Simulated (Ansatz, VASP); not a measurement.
# SiO2 (SiO2 (P3_121)) in two plane-wave programs

One calculation is typed for both programs; each brings its own data sets. How far apart do they land? The cell is taken from a series of runs on this material, whose earlier steps may have relaxed, scaled, displaced or heated it; both programs get it as it stands.

Program: Ansatz 0.2.0. Level of theory: plane waves, with VASP 6.6.1 beside it; single point at PBE0 form with 40 % exact exchange with an exact-exchange share of 0.4. Results are calculated unless marked as measured.

### 1. Set-up

Symmetry: P3_121, No. 152, trigonal system. The conventional cell has a = 4.921 Å, b = 4.921 Å, c = 5.417 Å, α = 90.00°, β = 90.00°, γ = 120.00°. Nearest to Si lie 4 O at 1.61 Å. Nearest to O lie 2 Si at 1.61 Å. Farther neighbours and most contacts between anions are not listed.

### 2. VASP: single point, PBE0 form with 40 % exact exchange with an exact-exchange share of 0.4

With cell and atoms fixed, the geometry can't cause a difference; cores, projectors, grids and the points listed under the comparison can.

Lines of VASP's logs that name or quote its potential files are left out, and so is its time.

The run reads the wave functions of an earlier VASP run, which isn't shown here.

The input, INCAR:

```
SYSTEM = SiO2
PREC = Accurate
ENCUT = 520
EDIFF = 1E-06
NELM = 100
ISMEAR = -1
SIGMA = 0.01
LREAL = .FALSE.
ALGO = Normal
LHFCALC = .TRUE.
AEXX = 0.4
GGA = PE
LASPH = .TRUE.
NBANDS = 66
PRECFOCK = Fast
LORBIT = 11
LWAVE = .FALSE.
LCHARG = .FALSE.
ISIF = 2
```

The input, POSCAR:

```
SiO2
1.0
    4.9211020681      0.0000000011      0.0000000000
   -2.4605510281      4.2617994011      0.0000000000
    0.0000000000      0.0000000000     10.8330695200
Si O
6 12
Direct
    0.5298371017      0.5298371017      0.0000000000
    0.0000000000      0.4701628983      0.3333333333
    0.4701628983      0.0000000000      0.1666666667
    0.5298371017      0.5298371017      0.5000000000
    0.0000000000      0.4701628983      0.8333333333
    0.4701628983      0.0000000000      0.6666666667
    0.2669852738      0.4134564553      0.3930950305
    0.5865435447      0.8535288185      0.0597616972
    0.1464711815      0.7330147262      0.2264283639
    0.4134564553      0.2669852738      0.1069049695
    0.7330147262      0.1464711815      0.2735716361
    0.8535288185      0.5865435447      0.4402383028
    0.2669852738      0.4134564553      0.8930950305
    0.5865435447      0.8535288185      0.5597616972
    0.1464711815      0.7330147262      0.7264283639
    0.4134564553      0.2669852738      0.6069049695
    0.7330147262      0.1464711815      0.7735716361
    0.8535288185      0.5865435447      0.9402383028
```

The input, KPOINTS:

```
Automatic mesh
0
Gamma
2 2 1
0 0 0
```

Potentials, in the order of the species: Si and O (PBE family, release 64).

Run with:

```console
export OMP_NUM_THREADS=3
mpirun -np 1 vasp_std
```

Numbers of over 12 decimals in the logs are rounded to 6 here.

The log of the run:

```text
[banner, memory and clock lines left out]
running    1 mpi-ranks, on    1 nodes
 distrk:  each k-point on    1 cores,    1 groups
 distr:  one band on    1 cores,    1 groups
 Offloading initialized ...    1 GPUs detected
 POSCAR found type information on POSCAR SiO
 POSCAR found :  2 types and      18 ions
|                                                                             |
|               ----> ADVICE to this user running VASP <----                  |
|                                                                             |
|     You have a (more or less) 'large supercell' and for larger cells it     |
|     might be more efficient to use real-space projection operators.         |
|     Therefore, try LREAL= Auto in the INCAR file.                           |
|     Mind: For very accurate calculation, you might also keep the            |
|     reciprocal projection scheme (i.e. LREAL=.FALSE.).                      |
|                                                                             |

 LDA part: xc-table for (Slater+PW92), standard interpolation
 found WAVECAR, reading the header
 POSCAR, INCAR and KPOINTS ok, starting setup
 FFT: planning ... GRIDC
 FFT: planning ... GRID_SOFT
 FFT: planning ... GRID
 reading WAVECAR
 the WAVECAR file was read successfully
 initial charge from wavefunction
 entering main loop
       N       E                     dE             d eps       ncg     rms          rms(c)
DAV:   1    -0.210753790423E+03   -0.21075E+03   -0.59755E+00   300   0.125E+01    0.128E+01
DAV:   2    -0.210872075942E+03   -0.11829E+00   -0.32404E-01   320   0.222E+00    0.101E+01
DAV:   3    -0.210849203420E+03    0.22873E-01   -0.17073E-02   312   0.528E-01    0.615E+00
DAV:   4    -0.210841826013E+03    0.73774E-02   -0.11672E-02   318   0.391E-01    0.355E+00
DAV:   5    -0.210840410969E+03    0.14150E-02   -0.25774E-03   304   0.188E-01    0.200E+00
DAV:   6    -0.210839799134E+03    0.61184E-03   -0.41518E-04   318   0.103E-01    0.112E+00
DAV:   7    -0.210839608383E+03    0.19075E-03   -0.18102E-04   304   0.745E-02    0.634E-01
DAV:   8    -0.210839561600E+03    0.46783E-04   -0.42444E-05   318   0.376E-02    0.360E-01
DAV:   9    -0.210839547093E+03    0.14507E-04   -0.81835E-06   312   0.160E-02    0.205E-01
DAV:  10    -0.210839543652E+03    0.34411E-05   -0.39707E-06   270   0.911E-03    0.117E-01
DAV:  11    -0.210839543536E+03    0.11578E-06   -0.14903E-06   214   0.584E-03
   1 F= -.21083954E+03 E0= -.21083954E+03  d E =-.359638E-12
```

OUTCAR, selected parts (step 2):

```text
ion  position               nearest neighbor table
   1  0.530  0.530  0.000-   8 1.61  18 1.61  10 1.61  13 1.61   3 3.06   3 3.06   5 3.06   5 3.06

  LATTYP: Found a hexagonal cell.
 ALAT       =     4.9211020681
 C/A-ratio  =     2.2013503012

 Subroutine GETGRP returns: Found  6 space group operations
 (whereof  2 operations were pure point group operations)

The static configuration has the point symmetry C_2 .
 The point group associated with its full space group is D_3 .

 Found      2 irreducible k-points:

   k-points           NKPTS =      2   k-points in BZ     NKDIM =      4   number of bands    NBANDS=     66

   dimension x,y,z NGX =    40 NGY =   40 NGZ =   84
   dimension x,y,z NGXF=    80 NGYF=   80 NGZF=  168

   ENCUT  =  520.0 eV  38.22 Ry    6.18 a.u.   9.15  9.15 20.14*2*pi/ulx,y,z

   NELECT =      96.0000    total number of electrons

 k-points in reciprocal lattice and weights: Automatic mesh
   0.00000000  0.00000000  0.00000000       0.250
   0.50000000  0.00000000  0.00000000       0.750

  exchange ACFDT corr.  =         0.00000000  see jH, gK, PRB 81, 115126

 average (electrostatic) potential at core
       1 -80.0642       2 -80.0642       3 -80.0642       4 -80.0642       5 -80.0642
       6 -80.0642       7 -61.8732       8 -61.8732       9 -61.8733      10 -61.8732
      11 -61.8733      12 -61.8732      13 -61.8732      14 -61.8732      15 -61.8733
      16 -61.8732      17 -61.8733      18 -61.8732

 E-fermi :  -1.5607

 k-point     1 :       0.0000    0.0000    0.0000
  band No.  band energies     occupation
    ...
     44      -2.1346      2.00000
     45      -2.1346      2.00000
     46      -2.0316      2.00000
     47      -2.0316      2.00000
     48      -1.9104      2.00000
     49       8.4289      0.00000
     50      10.4887      0.00000
     51      10.4887      0.00000
     52      11.5219      0.00000
     53      11.9310      0.00000
    ...

 k-point     2 :       0.5000    0.0000    0.0000
  band No.  band energies     occupation
    ...
     44      -2.6564      2.00000
     45      -2.4465      2.00000
     46      -2.0912      2.00000
     47      -2.0077      2.00000
     48      -1.8388      2.00000
     49      10.8711      0.00000
     50      11.6020      0.00000
     51      11.8150      0.00000
     52      12.1668      0.00000
     53      12.2190      0.00000
    ...

  Total       -3.5811416     -3.5811416     -3.5817338     -0.0000000      0.0000000      0.0000000
  in kB      -25.2537090    -25.2537089    -25.2578848     -0.0000000      0.0000000      0.0000000
  external PRESSURE =     -25.2551009 kB  Pullay stress =       0.0000000 kB

  energy-cutoff  :      520.00
  volume of cell :      227.20
      direct lattice vectors                 reciprocal lattice vectors
     4.921102068  0.000000001  0.000000000     0.203206515  0.117321336 -0.000000000
    -2.460551028  4.261799401  0.000000000    -0.000000000  0.234642672  0.000000000
     0.000000000  0.000000000 10.833069520     0.000000000 -0.000000000  0.092309940

 POSITION                                       TOTAL-FORCE (eV/Angst)
 -----------------------------------------------------------------------------------
      1.30369      2.25806      0.00000         0.012073      0.020912      0.000000
     -1.15686      2.00374      3.61102         0.012073     -0.020912      0.000000
      2.31372      0.00000      1.80551        -0.024147     -0.000000      0.000000
      1.30369      2.25806      5.41653         0.012073      0.020912      0.000000
     -1.15686      2.00374      9.02756         0.012073     -0.020912      0.000000
      2.31372      0.00000      7.22205        -0.024147     -0.000000      0.000000
      0.29653      1.76207      4.25843        -0.091447      0.170401      0.109421
      0.78629      3.63757      0.64740        -0.101848     -0.164395      0.109421
     -1.08282      3.12396      2.45291         0.193295     -0.006005      0.109421
      1.37773      1.13784      1.15811         0.193295      0.006005     -0.109421
      3.24684      0.62423      2.96362        -0.101848      0.164395     -0.109421
      2.75708      2.49973      4.76913        -0.091447     -0.170401     -0.109421
      0.29653      1.76207      9.67496        -0.091447      0.170401      0.109421
      0.78629      3.63757      6.06394        -0.101848     -0.164395      0.109421
     -1.08282      3.12396      7.86945         0.193295     -0.006005      0.109421
      1.37773      1.13784      6.57464         0.193295      0.006005     -0.109421
      3.24684      0.62423      8.38016        -0.101848      0.164395     -0.109421
      2.75708      2.49973     10.18567        -0.091447     -0.170401     -0.109421
 -----------------------------------------------------------------------------------
    total drift:                                0.000099      0.000227      0.000010

  FREE ENERGIE OF THE ION-ELECTRON SYSTEM (eV)
  ---------------------------------------------------
  free  energy   TOTEN  =      -210.8395435362 eV

  energy  without entropy=     -210.8395435362  energy(sigma->0) =     -210.83954354

 total charge
# of ion       s       p       d       tot
------------------------------------------
    1        0.661   1.022   0.000   1.684
    2        0.661   1.022   0.000   1.684
    3        0.661   1.022   0.000   1.684
    4        0.661   1.022   0.000   1.684
    5        0.661   1.022   0.000   1.684
    6        0.661   1.022   0.000   1.684
    7        1.560   3.747   0.000   5.308
    8        1.560   3.747   0.000   5.308
    9        1.560   3.747   0.000   5.308
   10        1.560   3.747   0.000   5.308
   11        1.560   3.747   0.000   5.308
   12        1.560   3.747   0.000   5.308
   13        1.560   3.747   0.000   5.308
   14        1.560   3.747   0.000   5.308
   15        1.560   3.747   0.000   5.308
   16        1.560   3.747   0.000   5.308
   17        1.560   3.747   0.000   5.308
   18        1.560   3.747   0.000   5.308
--------------------------------------------------
tot         22.694  51.101   0.000  73.795
```

The run ends at a pressure of -2.53 GPa, with forces up to 0.22 eV/Å.

[end of part 1 of 2]

[Lines on the potential files, build, host, timing and source positions are cut from VASP's logs without a mark.]

[Logs are printed without paths, hosts, clocks, repeated set-up lines and the standing remarks that a program may print on its own settings, such as how far it seeks lower states.]

[Hosts, paths, dates, database ids (printed as entryN), source tags and the programs' standing remarks are cut or masked in the printed files.]
